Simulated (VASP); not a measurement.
Set up this calculation in VASP 6.6.1, as the native input.

| Property | Result |
| --- | --- |
| Task | single point |
| Functional | PBE |
| Potentials or basis | VASP PAW PBE potentials, release 64 (O, H, Cl) |
| Cutoff | 520 eV |
| k mesh | 1 × 1 × 1 |
| Occupations | fermi-dirac, width 0.02 eV |
| Spin | no spin polarisation |
| Dipole correction | no |
| Further INCAR settings | LREAL = Auto; ALGO = Fast; EDIFF = 1e-06; NBANDS = 66 |

The structure of H21ClO10 lies in POSCAR:

```
H21ClO10
1.0
    7.0540040000      0.0000000000      0.0000000000
    0.0000000000      7.0540040000      0.0000000000
    0.0000000000      0.0000000000      7.0540040000
O H Cl
10 21 1
Direct
    0.9098236973      0.3424721619      0.1119931318
    0.4255171956      0.5866313657      0.1680322268
    0.1374822016      0.2983979028      0.6807906545
    0.2429400380      1.1150688318      0.2964840961
    0.2112275525      0.5990214919      0.8847173889
    0.5963563389      0.2403457667      0.7611988879
    0.7614824148      0.8001413098      0.1484263406
    0.8798832550      0.9605466626      0.8341503634
    0.6288201708      0.1544371112      0.3759425144
    0.8489788211      0.6210373569      0.6737875397
    0.8558401725      0.2694639810      0.0134533522
    0.8202150155      0.3263961858      0.2231356829
    0.5503824495      0.6164300446      0.1203004705
    0.3050182563      0.5982984983      0.0280975174
    0.1855400139      0.2666145355      0.5541675338
    0.0734334713      0.1845760224      0.7224124058
    0.1378507866      1.1155366512      0.2036857365
    0.2451940770      0.9901326963      0.3629002762
    0.2828464515      0.6479440613      0.7696338136
    0.1539976445      0.4708956785      0.8325342600
    0.4646297337      0.2150126368      0.7844055660
    0.5995460167      0.2346610521      0.6183438512
    0.8244820956      0.8690383504      0.0405443490
    0.8343346559      0.6830021644      0.1635383252
    0.7490497595      1.0178190996      0.8051597362
    0.8845330964      0.8280970637      0.7690100544
    0.6416781164      0.0141621695      0.3784517276
    0.5034445685      0.1807909380      0.3213210540
    0.7299400454      0.5579242654      0.7066908383
    0.9227950537      0.5135806558      0.6395516646
    0.4036289177      0.6820239966      0.2715904329
    0.4380774380      0.8090440550      0.5577116202
```

The cell was built by a generator and needn't be a form met in nature.

One way to write it, as run:

INCAR

```
SYSTEM = H21ClO10
PREC     = Accurate       ! precision mode
ENCUT    = 520            ! plane-wave cutoff, eV
EDIFF    = 1E-6           ! SCF threshold, eV
ISMEAR   = -1             ! smearing method
SIGMA    = 0.02           ! smearing width, eV
LREAL    = Auto         
LASPH    = .TRUE.         ! aspherical terms in the spheres
NELM     = 60             ! most SCF steps
ALGO     = Fast           ! electronic algorithm
ISIF     = 2              ! what is computed and relaxed
LWAVE    = .FALSE.        ! write WAVECAR
LCHARG   = .TRUE.         ! write CHGCAR
GGA      = PE             ! functional
LELF     = .TRUE.         ! ELF
LVHAR    = .TRUE.       
NBANDS   = 66             ! bands
```

KPOINTS

```
regular mesh
0
G
  1 1 1
  0 0 0
```

Potentials or basis: VASP PAW PBE potentials, release 64 (O, H, Cl).

Run with:

```console
$ cat potpaw_PBE.64/O/POTCAR potpaw_PBE.64/H/POTCAR potpaw_PBE.64/Cl/POTCAR > POTCAR
$ mpirun -np 1 vasp_gam > vasp.out
```

It gave:

The pressure is -1.2 GPa and the largest force is 2.446 eV/Å. The band gap on the k mesh is 3.98 eV, direct.

Wall time 61 s on 1 thread of Intel(R) Xeon(R) Platinum 8259CL CPU @ 2.50GHz (Skylake/Cascade Lake), on a shared host, peak memory 0.35 GiB.
